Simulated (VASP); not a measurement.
Level of theory: PBE GGA, VASP's PBE PAW potentials (set 64) (plane waves; VASP).

A VASP calculation is set up with these files.

POSCAR:
```
P
1
    1.6550000000    -5.2400000000    -0.0000000000
    1.6550000000     5.2400000000     0.0000000000
    0.0000000000     0.0000000000     4.3800000000
P
4
Direct
  0.1017000000   0.8983000000   0.9194000000
  0.3983000000   0.6017000000   0.4194000000
  0.6017000000   0.3983000000   0.5806000000
  0.8983000000   0.1017000000   0.0806000000
```

**INCAR**
```
# general
SYSTEM = P
PREC   = Accurate
ENCUT  = 400   # plane-wave cut-off (eV)
LREAL  = .FALSE.
LASPH  = .TRUE.   # aspherical one-centre terms

# electronic loop
EDIFF  = 1E-6   # SCF stop (eV)
NELM   = 100
ALGO   = Normal   # blocked Davidson

# smearing
ISMEAR = 0   # Gaussian
SIGMA  = 0.05   # width (eV)

# functional
GGA    = PE

# ions
ISIF   = 2

# output
LWAVE  = .FALSE.
LCHARG = .FALSE.
```

File KPOINTS:
```
Automatic mesh
0
Monkhorst-Pack
3 3 2
0 0 0
```

POTCAR, in this order: P (PBE.64 set). Program: vasp_std.

What VASP printed:

### OUTCAR
```
 ion  position               nearest neighbor table
   1  0.102  0.898  0.919-   3 2.22   3 2.22   4 2.25
   2  0.398  0.602  0.419-   4 2.22   4 2.22   3 2.25
   3  0.602  0.398  0.581-   1 2.22   1 2.22   2 2.25
   4  0.898  0.102  0.081-   2 2.22   2 2.22   1 2.25
  LATTYP: Found a base centered orthorhombic cell.
 ALAT       =     3.3100000000
 B/A-ratio  =     3.1661631420
 C/A-ratio  =     1.3232628399
 Subroutine PRICEL returns:
 Original cell was already a primitive cell.
 Subroutine GETGRP returns: Found  8 space group operations
The static configuration has the point symmetry C_2h.
 The point group associated with its full space group is D_2h.
The dynamic configuration has the point symmetry C_2h.
 Subroutine INISYM returns: Found  8 space group operations
 Subroutine IBZKPT returns following result:
 Found      4 irreducible k-points:

 Following reciprocal coordinates:
            Coordinates               Weight
  0.000000  0.000000  0.250000      2.000000
  0.333333 -0.000000  0.250000      8.000000
  0.333333  0.333333  0.250000      4.000000
 -0.333333  0.333333  0.250000      4.000000
   k-points           NKPTS =      4   k-points in BZ     NKDIM =      4   number of bands    NBANDS=     14
   number of dos      NEDOS =    301   number of ions     NIONS =      4
   total plane-waves  NPLWV =  38880
   dimension x,y,z NGX =    36 NGY =   36 NGZ =   30
   dimension x,y,z NGXF=    72 NGYF=   72 NGZF=   60
   ions per type =               4
   PREC   = accura    normal or accurate (medium, high low for compatibility)
   ISTART =      0    job   : 0-new  1-cont  2-samecut
   ICHARG =      2    charge: 1-file 2-atom 10-const
   ISPIN  =      1    spin polarized calculation?
   LNONCOLLINEAR =      F non collinear calculations
   LSORBIT =      F    spin-orbit coupling
   INIWAV =      1    electr: 0-lowe 1-rand  2-diag
   ENCUT  =  400.0 eV  29.40 Ry    5.42 a.u.   8.96  8.96  7.14*2*pi/ulx,y,z
   NELM   =    100;   NELMIN=  2; NELMDL= -5     # of ELM steps
   EDIFF  = 0.1E-05   stopping-criterion for ELM
   LREAL  =      F    real-space projection
   NLSPLINE    = F    spline interpolate recip. space projectors
   LMAXMIX     =    2 max onsite mixed and CHGCAR
   VOSKOWN=      0    Vosko Wilk Nusair interpolation
   EDIFFG = 0.1E-04   stopping-criterion for IOM
   NSW    =      0    number of steps for IOM
   NBLOCK =      1;   KBLOCK =      1    inner block; outer block
   IBRION =     -1    ionic relax: 0-MD 1-quasi-New 2-CG
   NFREE  =      0    steps in history (QN), initial steepest desc. (CG)
   ISIF   =      2    stress and relaxation
   ISYM   =      2    0-nonsym 1-usesym 2-fastsym
   TEIN   =    0.0    initial temperature
   TEBEG  =    0.0;   TEEND  =   0.0 temperature during run
   SMASS  =  -3.00    Nose mass-parameter (am)
   PSTRESS=    0.0 pullay stress
   NELECT =      20.0000    total number of electrons
   EFERMI =   0.00;   METHOD = LEGACY
   ISMEAR =     0;   SIGMA  =   0.05  broadening in eV -4-tet -1-fermi 0-gaus
   IALGO  =     38    algorithm
   LDIAG  =      T    sub-space diagonalisation (order eigenvalues)
   IMIX   =      4    mixing-type and parameters
     AMIX     =   0.40;   BMIX     =  1.00
     AMIX_MAG =   1.60;   BMIX_MAG =  1.00
     AMIN     =   0.10
   GGA     = PE    functional components
   VOSKOWN =     0    Vosko Wilk Nusair interpolation
   LHFCALC =     F    Hartree Fock is set to
   LHFONE  =     F    Hartree Fock one center treatment
   AEXX    =    0.0000 exact exchange contribution
   IVDW    =     0    specifies the selected vdW correction
   LEPSILON=     F    determine dielectric tensor
   LRPA    =     F    only Hartree local field effects (RPA)
  energy-cutoff  :      400.00
  volume of cell :       75.97
...
```

### OSZICAR
```
       N       E                     dE             d eps       ncg     rms          rms(c)
DAV:   1     0.509203194072E+02    0.50920E+02   -0.70572E+03   112   0.969E+02
DAV:   2    -0.183284842099E+02   -0.69249E+02   -0.66906E+02   148   0.164E+02
DAV:   3    -0.213475837384E+02   -0.30191E+01   -0.29987E+01   160   0.377E+01
DAV:   4    -0.213906243109E+02   -0.43041E-01   -0.43007E-01   132   0.479E+00
DAV:   5    -0.213912642867E+02   -0.63998E-03   -0.63986E-03   160   0.582E-01    0.103E+01
DAV:   6    -0.212752496477E+02    0.11601E+00   -0.72863E-02   130   0.165E+00    0.613E+00
DAV:   7    -0.212280934906E+02    0.47156E-01   -0.12448E-01   148   0.223E+00    0.301E-01
DAV:   8    -0.212279682180E+02    0.12527E-03   -0.11384E-02   124   0.743E-01    0.144E-01
DAV:   9    -0.212280562733E+02   -0.88055E-04   -0.49221E-04   160   0.161E-01    0.722E-02
DAV:  10    -0.212280795103E+02   -0.23237E-04   -0.63890E-05   136   0.514E-02    0.301E-02
DAV:  11    -0.212280906302E+02   -0.11120E-04   -0.16056E-05   136   0.339E-02    0.101E-02
DAV:  12    -0.212280910276E+02   -0.39740E-06   -0.43271E-07    86   0.487E-03
   1 F= -.21228091E+02 E0= -.21228091E+02  d E =-.152110E-10
```

File OUTCAR:
```
------------------------ aborting loop because EDIFF is reached ----------------------------------------
  FORCE on cell =-STRESS in cart. coord.  units (eV):
  Direction    XX          YY          ZZ          XY          YZ          ZX
  --------------------------------------------------------------------------------------
  Total        1.4020906      1.5692007      0.9443412      0.0000000     -0.0000000      0.0000000
  in kB       29.5701317     33.0944898     19.9161830      0.0000000     -0.0000000      0.0000000
  external PRESSURE =      27.5269348 kB  Pullay stress =       0.0000000 kB
  volume of cell :       75.97
      direct lattice vectors                 reciprocal lattice vectors
     1.655000000 -5.240000000  0.000000000     0.302114804 -0.095419847  0.000000000
     1.655000000  5.240000000  0.000000000     0.302114804  0.095419847  0.000000000
     0.000000000  0.000000000  4.380000000     0.000000000  0.000000000  0.228310502
 POSITION                                       TOTAL-FORCE (eV/Angst)
 -----------------------------------------------------------------------------------
      1.65500      4.17418      4.02697         0.000000     -0.115254     -0.214487
      1.65500      1.06582      1.83697         0.000000      0.115254     -0.214487
      1.65500     -1.06582      2.54303         0.000000     -0.115254      0.214487
      1.65500     -4.17418      0.35303         0.000000      0.115254      0.214487
 -----------------------------------------------------------------------------------
    total drift:                               -0.000000      0.000000      0.000000
  FREE ENERGIE OF THE ION-ELECTRON SYSTEM (eV)
  ---------------------------------------------------
  free  energy   TOTEN  =       -21.2280910276 eV

  energy  without entropy=      -21.2280910276  energy(sigma->0) =      -21.22809103
```
(Selected blocks of OUTCAR.)

The compound is P in the black structure. The cell was not relaxed at this level. The k-mesh is coarse (spacing up to 0.72 per Å, 2π included), so the numbers may not be converged in it. The run is one of a series of settings (KPOINTS 3×3×2 Monkhorst-Pack mesh against the base run), some of them coarse on purpose.
